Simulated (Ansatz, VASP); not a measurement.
# SnTe in two plane-wave programs, part 2 of 2

Wanted: the spread between two codes on one cell, functional and k mesh. The cell is taken from a series of runs on this material, whose earlier steps may have relaxed, scaled, displaced or heated it; both programs get it as it stands.

VASP 6.6.1 and Ansatz 0.2.0.

So far: The structure; VASP: zone-centre phonons, PBEsol.

**3. Ansatz: zone-centre phonons, PBEsol**

Level of this step: Ansatz beside VASP: Kohn-Sham DFT, plane waves, PBEsol (Ansatz).

Ansatz runs on its PAW soft_1 files.

The same cell, functional, mesh and smearing now go to Ansatz, which takes its cutoff from its data sets.

Input file input.yaml:

```yaml
crystal:
  lattice:
    - [-0.0254462623, 3.1381360024, 3.1444400334]
    - [3.1381360024, -0.0254462623, 3.1444400334]
    - [3.1126897401, 3.1126897401, 0.0]
  atoms:
    - { symbol: Sn, position: [0.0, 0.0, 0.0] }
    - { symbol: Te, position: [0.5, 0.5, 0.5] }
kpoints:
  mp_grid: { grid: [12, 12, 12] }
hamiltonian:
  xc: pbesol
  pseudopotentials: { kind: paw, azcp: { folder: soft_1 }, xc_functional: pbe }
scf:
  occupations: { method: gaussian, width: 0.01 }
output:
  eigenvalues: true
phonons:
  method: dfpt
```

Started as:

```console
$ ansatz run input.yaml --threads 4 --pin off --max-ram 10240MiB --backend cpu --events-out ev --progress --plain --runs-dir out
```

Numbers of over 12 decimals in the logs are rounded to 6 here.

Log:

```text
zone centre: on kpoints.mp_grid the ground state, and the responses unless they are solved on pairs of k-points, stand on 476 of the mesh's 1728 k-points, reduced under 4 symmetry operations, with k and −k counted as one. Each operation leaves every solved displacement unchanged or reverses it
Engine: ansatz 0.2.0, x86_64-unknown-linux-gnu
Pseudopotentials: kind: paw
Pseudopotential: Sn, paw, valence charge 14, recommended cutoff 420 eV (normal), soft_1/Sn.paw.azcp
Pseudopotential: Te, paw, valence charge 16, recommended cutoff 420 eV (normal), soft_1/Te.paw.azcp
Functional definition: PBEsol
  exchange = pbesol_x
  correlation = pbesol_c
Crystal: 2 atoms, lattice volume = 61.928 Å³
Basis set: ecut = 420 eV, 1243 PW (Γ), exchange–correlation on 60×60×60 points (8 copies of the dense FFT grid, shifted against one another)
Bands: 19, of which v1, the nominal top of the filled ones, is band 15 counted from 1 (14 counted from 0)
Symmetry: 8 space group operations
k-points: 476 of 1728 (irreducible under 4 space group operations)
Non-local potential: Sn, projectors of the file, l = 0: 2, l = 1: 2, l = 2: 2, l = 3: 1
Non-local potential: Te, projectors of the file, l = 0: 2, l = 1: 2, l = 2: 2, l = 3: 1
PAW form: soft (Blöchl's): semilocal exchange-correlation on the pseudo side does not see the compensation charge
PAW frozen core: Sn, regenerated for the run's functional, and the local potential with it (the file was generated under x = pbe(κ = 0.804, μ = 0.219515), c = pbe(β = 0.066725))
PAW frozen core: Te, regenerated for the run's functional, and the local potential with it (the file was generated under x = pbe(κ = 0.804, μ = 0.219515), c = pbe(β = 0.066725))
PAW one-centre angular grid: Sn, 590 points (default); XC on 64 Gauss nodes
PAW one-centre angular grid: Te, 590 points (default); XC on 64 Gauss nodes
Initial density: superposition of atomic densities (chi_scale 0.1, normalization cell, long waves kept (reshape's long-wave potential 0.00 eV rms))
Initial wavefunctions: pseudopotential atomic-orbital guess
Functional: x = pbesol(κ = 0.804, μ = 0.123457), c = pbesol(β = 0.046)
SCF iter   1: F=—  HF=-12852.011721 eV  |F-HF|=—  |Δ(HF+E_count)|=         —  Δρ=1.07e-2  dr2=6.97e-2  ethr=3.10e-3  ⟨swp⟩=7.6  Hψ=52817  notcnv=0
preconditioner: auto → none  [insulator: Δε(μ)=0.103 eV  Ē_g=8.716 eV  σ=0.010 eV  W_gap=1.00  n_scr=14 (ndim 8)  ℏωp=14.9 eV  f_vac=0.000  D(μ)=0.00/eV (n_scr^D=0)  ε∞_Penn≈3.9]
SCF iter   2: F=—  HF=-12852.006580 eV  |F-HF|=—  |Δ(HF+E_count)|=   5.14e-3  Δρ=5.38e-3  dr2=1.84e-2  ethr=2.32e-4  ⟨swp⟩=2.0  Hψ=14738  notcnv=0
SCF iter   3: F=—  HF=-12852.006651 eV  |F-HF|=—  |Δ(HF+E_count)|=   7.18e-5  Δρ=4.23e-4  dr2=4.78e-5  ethr=6.13e-5  ⟨swp⟩=3.4  Hψ=17754  notcnv=0
SCF iter   4: F=—  HF=-12852.006660 eV  |F-HF|=—  |Δ(HF+E_count)|=   8.97e-6  Δρ=1.30e-4  dr2=9.42e-6  ethr=1.59e-7  ⟨swp⟩=2.1  Hψ=17650  notcnv=0
SCF iter   5: F=—  HF=-12852.006653 eV  |F-HF|=—  |Δ(HF+E_count)|=   7.46e-6  Δρ=2.59e-5  dr2=1.13e-7  ethr=3.14e-8  ⟨swp⟩=2.0  Hψ=16184  notcnv=0
SCF iter   6: F=—  HF=-12852.006654 eV  |F-HF|=—  |Δ(HF+E_count)|=   6.31e-7  Δρ=6.11e-6  dr2=1.52e-8  ethr=3.76e-10  ⟨swp⟩=2.0  Hψ=16184  notcnv=0
SCF iter   7: F=—  HF=-12852.006654 eV  |F-HF|=—  |Δ(HF+E_count)|=   1.59e-9  Δρ=1.04e-6  dr2=4.72e-10  ethr=5.05e-11  ⟨swp⟩=2.0  Hψ=16184  notcnv=0
SCF iter   8: F=—  HF=-12852.006654 eV  |F-HF|=—  |Δ(HF+E_count)|=  1.64e-10  Δρ=1.71e-7  dr2=1.23e-11  ethr=1.57e-12  ⟨swp⟩=2.0  Hψ=16184  notcnv=0
SCF iter   9: F=-12852.006654 eV  HF=-12852.006654 eV  |F-HF|=0.00e0  |Δ(HF+E_count)|=    0.00e0  Δρ=1.15e-8  dr2=7.25e-14  ethr=1.00e-12  ⟨swp⟩=6.6  Hψ=43783  notcnv=0
SCF 1 converged in 9 iterations: F = -12852.006654 eV  dr2 = 7.25e-14
  greatest PAW one-centre occupation: 0.998 electrons in one spin orbital (limit 2), on the Te atom at site 1 (counted from 0), in its partial waves of l = 2
DFPT response loops at Γ: preconditioner auto → Resta (q_TF=auto, 2.418 Å⁻¹)  ε∞=26.1 (no band partly filled); β = 1.00, the filter's whole step (`scf.mixing.beta` (0.50) is not read by the response loops at its default; to damp them type it under 1.00, their step now; it binds the ground state too); Broyden in place of MSR1
SCF converged after 9 iterations
Free energy (F): -12852.006654 eV
Harris-Foulkes:  -12852.006654 eV  (|F-HF|=0.00e0)
Internal energy: -12852.006654 eV  (E = F + TS)
E sigma→0 (E₀):  -12852.006654 eV
Fermi energy:    9.728014 eV
--- Per-component energies (eV) ---
  E_band       = -352.072428
  E_kinetic    = 339.514466
  E_local      = -2668.263037  (includes V_loc(G=0)·N_el)
  E_nonlocal   = 215.574266
  E_hartree    = 1330.892486
  E_xc         = -246.487466
  E_vxc        = -182.491547  (∫ρ·V_xc dr)
  E_paw        = -8888.414505  (= ΣΔE_a)
  E_vpaw       = -718.191922  (= ΣTr[D̂ρ^β])
  E_aug_tail   = 0.000378  (compensation charges beyond the density's cutoff)
  E_ewald      = -2935.482893
  E_core_change = 0.659651  (= ΣΔE_core)
  E_smearing   = -0.000000  (= −TS)
  E_closure    = -0.000000  (closes the sum)
  Σ components = -12852.006654   (vs F -12852.006654, Δ=0.00e0)
--- Band table (eV; the first three rows and the last of 476) ---
  k-point 0: bands = [... 11 lower, 5.0244, 7.4621, 7.5596, 7.6168, 13.0276, 13.0553, 13.1040, 14.3292]
  k-point 1: bands = [... 11 lower, 4.6724, 7.4732, 7.5841, 7.8491, 12.6866, 12.7086, 12.7410, 14.3923]
  k-point 2: bands = [... 11 lower, 3.8998, 7.5104, 7.6108, 8.3189, 11.9737, 12.0047, 12.0095, 14.4018]
  k-point 475: bands = [... 11 lower, 3.2158, 4.0388, 5.8306, 6.0019, 11.7787, 14.6446, 14.7058, 16.1218]
--- Phonons (Γ-DFPT): 4 representative perturbations + reference, on 476 of 1728 k-points (Σ response iterations 12) ---
  k mesh reduced under 4 symmetry operations, with k and −k counted as one. Each operation leaves every solved displacement unchanged or reverses it
  ASR residual: 2.513e-5 → 0.000e0 eV/Å²; symmetrization residual: 9.920e-6 eV/Å²
  ASR residual per site (eV/Å²): 2.51e-5 1.00e-5
  Γ frequencies (cm⁻¹): 0.00 0.00 0.00 25.34 28.82 37.16
  non-analytic LO–TO correction: not included (Born effective charges unavailable; polar crystals: no LO–TO splitting at Γ)
```

**4. Differences**

Known differences besides the potentials themselves: the data sets hold 30 valence electrons in Ansatz (on its PAW soft_1 files) and 20 in VASP; the cutoff is 420 eV in Ansatz and 500 eV in VASP; Ansatz makes its cores anew for this functional, VASP keeps those of its PBE data sets. Total energies have different zeros and are not compared.

Both answers:

```csv
quantity,Ansatz,VASP,difference
optical mode 1 (cm⁻¹),25.3,30.0,-4.6
optical mode 2 (cm⁻¹),28.8,32.4,-3.5
optical mode 3 (cm⁻¹),37.2,40.0,-2.8
```

Modes are paired by rising frequency, not by their patterns, so a pair may set unlike modes beside each other; they are those without the splitting of longitudinal modes.

**5. Outcome**

| Item | Value |
| --- | --- |
| r.m.s. difference of the optical zone-centre modes, each program's sorted by frequency (zone-centre phonons, PBEsol) | 3.7 cm⁻¹ |

The r.m.s. difference of the optical zone-centre modes, each program's sorted by frequency is 3.7 cm⁻¹ (zone-centre phonons, PBEsol). The data sets hold unlike numbers of valence electrons (30 in Ansatz and 20 in VASP), so part of the differences comes from the potentials. How closely two codes agree says nothing of how well the functional describes the real material.

[Lines on the potential files, build, host, timing and source positions are cut from VASP's logs without a mark.]

[Logs are printed without paths, hosts, clocks, repeated set-up lines and the standing remarks that a program may print on its own settings, such as how far it seeks lower states.]

[Hosts, paths, dates, database ids (printed as entryN), source tags and the programs' standing remarks are cut or masked in the printed files.]
